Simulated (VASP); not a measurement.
Method: r2SCAN meta-GGA, VASP's PBE PAW potentials (set 64) (plane waves; VASP).

VASP input:

**POSCAR**
```
Si
13.8247610
  0.5000000069  -0.1391595403  -0.0000295150
  0.5000000069   0.1391595403  -0.0000295150
 -0.0540351475   0.0000000000   0.4547807957
Si
8
Direct
  0.0555317791   0.0555317791   0.8739334095
  0.9444682209   0.9444682209   0.1260665905
  0.5590245345   0.5590245345   0.6534826161
  0.4409754655   0.4409754655   0.3465173839
  0.2127908246   0.2127908246   0.0571507071
  0.7872091754   0.7872091754   0.9428492929
  0.7271721414   0.7271721414   0.5856170362
  0.2728278586   0.2728278586   0.4143829638
```

### INCAR
```
# general
SYSTEM =Si
PREC   =Accurate
ENCUT  =400   # plane-wave cut-off (eV)
LREAL  =.FALSE.   # projection in real space or not
LASPH  =.TRUE.   # aspherical one-centre terms

# electronic loop
EDIFF  =1E-7
NELM   =100   # most electronic steps
ALGO   =Normal
LMIXTAU=.TRUE.

# smearing
ISMEAR =-5

# functional
METAGGA=R2SCAN

# ions
ISIF   =2

# output
LWAVE  =.FALSE.
LCHARG =.FALSE.
LORBIT =11
NEDOS  =601   # DOS grid

# other
LEFG   =.TRUE.
```

**KPOINTS**
```
K-points
0
gamma
7 7 4
```

### KPOINTS_OPT
```
k-points along high-symmetry lines
6
Line-mode
Reciprocal
  0.000000   0.000000   0.000000 ! GAMMA
 -0.269610   0.269610   0.000000 ! C

 -0.730390  -0.269610   0.000000 ! C_2
 -0.500000  -0.500000   0.000000 ! Y_2

 -0.500000  -0.500000   0.000000 ! Y_2
  0.000000   0.000000   0.000000 ! GAMMA

  0.000000   0.000000   0.000000 ! GAMMA
 -0.500000  -0.500000   0.500000 ! M_2

 -0.500000  -0.500000   0.500000 ! M_2
 -0.735440  -0.264560   0.500000 ! D

 -0.264560   0.264560   0.500000 ! D_2
  0.000000   0.000000   0.500000 ! A

  0.000000   0.000000   0.500000 ! A
  0.000000   0.000000   0.000000 ! GAMMA

 -0.500000   0.000000   0.500000 ! L_2
  0.000000   0.000000   0.000000 ! GAMMA

  0.000000   0.000000   0.000000 ! GAMMA
 -0.500000   0.000000   0.000000 ! V_2
```

POTCAR, in this order: Si (PBE.64 set). Program: vasp_std.

What VASP printed:

OSZICAR:
```
       N       E                     dE             d eps       ncg     rms          rms(c)
DAV:   1     0.368445367541E+02    0.36845E+02   -0.10693E+04  2520   0.104E+03
DAV:   2    -0.692560853040E+02   -0.10610E+03   -0.10008E+03  3373   0.158E+02
DAV:   3    -0.743087343560E+02   -0.50526E+01   -0.49776E+01  3214   0.341E+01
DAV:   4    -0.744184236080E+02   -0.10969E+00   -0.10923E+00  3195   0.608E+00
DAV:   5    -0.744214419646E+02   -0.30184E-02   -0.30170E-02  3132   0.939E-01    0.120E+01
DAV:   6    -0.708206834311E+02    0.36008E+01   -0.73776E-01  3055   0.500E+00    0.805E+00
DAV:   7    -0.685564072343E+02    0.22643E+01   -0.76180E-01  3132   0.573E+00    0.897E-01
DAV:   8    -0.692462594212E+02   -0.68985E+00   -0.10426E+00  2680   0.573E+00    0.728E-01
DAV:   9    -0.693299763204E+02   -0.83717E-01   -0.69188E-02  3080   0.179E+00    0.663E-01
DAV:  10    -0.694929478663E+02   -0.16297E+00   -0.37675E-02  2730   0.141E+00    0.331E-01
DAV:  11    -0.694929326174E+02    0.15249E-04   -0.11081E-01  2545   0.246E+00    0.109E-01
DAV:  12    -0.695318318066E+02   -0.38899E-01   -0.17598E-02  2600   0.107E+00    0.808E-02
DAV:  13    -0.695336986998E+02   -0.18669E-02   -0.59144E-04  3105   0.168E-01    0.348E-02
DAV:  14    -0.695341961271E+02   -0.49743E-03   -0.59860E-04  2880   0.181E-01    0.227E-02
DAV:  15    -0.695342622814E+02   -0.66154E-04   -0.63409E-05  3040   0.692E-02    0.654E-03
DAV:  16    -0.695342188102E+02    0.43471E-04   -0.95234E-06  3005   0.271E-02    0.351E-03
DAV:  17    -0.695342349531E+02   -0.16143E-04   -0.24945E-06  2985   0.155E-02    0.160E-03
DAV:  18    -0.695342339624E+02    0.99069E-06   -0.23579E-06  2855   0.108E-02    0.546E-04
DAV:  19    -0.695342352117E+02   -0.12492E-05   -0.63840E-07  2965   0.776E-03    0.442E-04
DAV:  20    -0.695342353268E+02   -0.11518E-06   -0.45529E-08  1815   0.183E-03    0.331E-04
DAV:  21    -0.695342353284E+02   -0.15789E-08   -0.30415E-08  1680   0.175E-03
   1 F= -.69534235E+02 E0= -.69534235E+02  d E =0.000000E+00
       N       E                     dE             ncg
```

**OUTCAR**
```
------------------------ aborting loop because EDIFF is reached ----------------------------------------
  FORCE on cell =-STRESS in cart. coord.  units (eV):
  Direction    XX          YY          ZZ          XY          YZ          ZX
  --------------------------------------------------------------------------------------
  Total        0.0358874     -0.0710485      0.0156028      0.0000000      0.0000000     -0.0105904
  in kB        0.3438485     -0.6807392      0.1494952      0.0000000      0.0000000     -0.1014696
  external PRESSURE =      -0.0624652 kB  Pullay stress =       0.0000000 kB
  volume of cell :      167.22
      direct lattice vectors                 reciprocal lattice vectors
     6.912380595 -1.923847385 -0.000408038     0.072334487 -0.259895875  0.008594481
     6.912380595  1.923847385 -0.000408038     0.072334487  0.259895875  0.008594481
    -0.747022999  0.000000000  6.287235808     0.000009389  0.000000000  0.159053524
 POSITION                                       TOTAL-FORCE (eV/Angst)
 -----------------------------------------------------------------------------------
      0.11487      0.00000      5.49458         0.005412      0.000000      0.007975
     12.96287      0.00000      0.79184        -0.005412      0.000000     -0.007975
      7.24021      0.00000      4.10814        -0.006531      0.000000     -0.002115
      5.83752      0.00000      2.17828         0.006531      0.000000      0.002115
      2.89909      0.00000      0.35915        -0.002207      0.000000      0.006902
     10.17865      0.00000      5.92727         0.002207      0.000000     -0.006902
      9.61551      0.00000      3.68132         0.001603      0.000000     -0.003812
      3.46223      0.00000      2.60510        -0.001603      0.000000      0.003812
 -----------------------------------------------------------------------------------
    total drift:                                0.000000     -0.000000      0.000000
  FREE ENERGIE OF THE ION-ELECTRON SYSTEM (eV)
  ---------------------------------------------------
  free  energy   TOTEN  =       -69.5342353284 eV

  energy  without entropy=      -69.5342353284  energy(sigma->0) =      -69.53423533

 total charge

# of ion       s       p       d       tot
------------------------------------------
    1        0.744   0.951   0.000   1.695
    2        0.744   0.951   0.000   1.695
    3        0.748   0.924   0.000   1.672
    4        0.748   0.924   0.000   1.672
    5        0.751   0.983   0.000   1.734
    6        0.751   0.983   0.000   1.734
    7        0.747   0.962   0.000   1.708
    8        0.747   0.962   0.000   1.708
--------------------------------------------------
tot          5.979   7.640   0.000  13.620

 Electric field gradients after diagonalization (V/A^2)
 (convention: |V_zz| > |V_xx| > |V_yy|)
----------------------------------------------------------------------
 ion       V_xx      V_yy      V_zz     asymmetry (V_yy - V_xx)/ V_zz
----------------------------------------------------------------------
   1       3.423     2.896    -6.319       0.083
   2       3.423     2.896    -6.319       0.083
   3      -4.965    -3.095     8.061       0.232
   4      -4.965    -3.095     8.061       0.232
   5      -8.289    -2.550    10.839       0.530
   6      -8.289    -2.550    10.839       0.530
   7      -9.924    -5.071    14.996       0.324
   8      -9.924    -5.071    14.996       0.324
```
(Selected blocks of OUTCAR.)

The structure comes from a computed database's Si entry (C2/m); how it stands against other phases isn't given here. It was relaxed first.
